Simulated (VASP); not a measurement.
Input:

```
Cr
1.0
    2.31827     0.00000     0.00000
    0.00000     2.31827     0.00000
    0.00000     0.00000     2.31827
Cr
1
Cartesian
  0.00000   0.00000   0.00000
```
Starting moments (μB, in the order of the record's atoms Cr): 0.2.

Level of theory: r2SCAN meta-GGA, VASP's PBE PAW potentials (set 64) (plane waves; VASP). Settings: 400 eV cut-off, 17×17×17 Γ-centred mesh, tetrahedra with Blöchl corrections, potentials Cr_pv.

The moments were started parallel, and other spin orders were not tried in this run.

**Question.** Give the spin-up energies of bands 4 to 9 at the high-symmetry points, in eV from the Fermi level.

**Answer.** 
| band | Γ | X | M | R |
|---|---|---|---|---|
| 4 | -8.04 | -3.46 | -4.93 | -3.10 |
| 5 | -3.66 | -2.83 | -2.00 | -3.10 |
| 6 | -3.66 | -1.01 | 1.11 | -3.10 |
| 7 | 2.75 | 0.66 | 1.11 | 3.63 |
| 8 | 2.75 | 0.66 | 3.63 | 3.89 |
| 9 | 2.75 | 2.93 | 3.78 | 3.89 |

**Question.** Give the spin-down energies of bands 4 to 9 at the high-symmetry points, in eV from the Fermi level.

**Answer.** 
| band | Γ | X | M | R |
|---|---|---|---|---|
| 4 | -8.04 | -3.46 | -4.93 | -3.10 |
| 5 | -3.66 | -2.83 | -2.00 | -3.10 |
| 6 | -3.66 | -1.01 | 1.11 | -3.10 |
| 7 | 2.75 | 0.66 | 1.11 | 3.63 |
| 8 | 2.75 | 0.66 | 3.63 | 3.89 |
| 9 | 2.75 | 2.93 | 3.78 | 3.89 |

It has no gap at this level: it comes out as a metal or semimetal.

The structure was generated: Cr was put into the simple-cubic type (Pm-3m), which need not be its known phase. It was relaxed first, which changed the volume by -7 %.
